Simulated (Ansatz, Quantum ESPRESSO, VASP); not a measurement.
## One structure in several programs: LaPt₂ (Fd-3m, 6 atoms in the cell)

Self-consistent single point.

```
CELL_PARAMETERS angstrom
      0.00000     3.91631     3.91631
      3.91631     0.00000     3.91631
      3.91631     3.91631     0.00000
ATOMIC_POSITIONS crystal
  La 0.50000 0.50000 0.50000
  La 0.75000 0.75000 0.75000
  Pt 0.12500 0.12500 0.12500
  Pt 0.62500 0.12500 0.12500
  Pt 0.12500 0.12500 0.62500
  Pt 0.12500 0.62500 0.12500
```

Shared settings, as Ansatz (an electronic-structure program) writes them: kpoints.mp_grid.grid = 7 7 7; scf.occupations.method = gaussian; scf.occupations.width = 0.2 eV. Potentials and cutoffs stand in the table.

| code | model | pressure (GPa) | cutoff |
|---|---|---|---|
| VASP | LDA (PZ), VASP's LDA PAW potentials (set 64) | -8.50 | 300 eV |
| Quantum ESPRESSO | LDA (PZ), GBRV 1.5 ultrasoft (LDA) pseudopotentials | -8.78 | 40 Ry |
| Ansatz | LDA (PW92), PAW files made with PBE | -8.32 | 420 eV |

On Ansatz's run: spin-orbit coupling is off. Spin polarisation is off.

The spread over the programs that give each value: pressure within 0.46 GPa.

Ansatz's pressure is given at a fixed set of plane waves, as the other plane-wave codes print theirs. The same LDA comes in different parametrisations, which differ slightly.

VASP's run is marked for a possible Pulay error in its stress at this cutoff; no cutoff test was made.

The starting cell comes from a database of computed structures (which also holds hypothetical and non-ambient phases and stackings), without a prior relaxation at this level. Its lattice was rescaled by a random factor within 2.5 % of one.

Left out of this page: Elk and FLEUR (not drawn, or without a comparable value).

Keys are those of Ansatz 0.2.
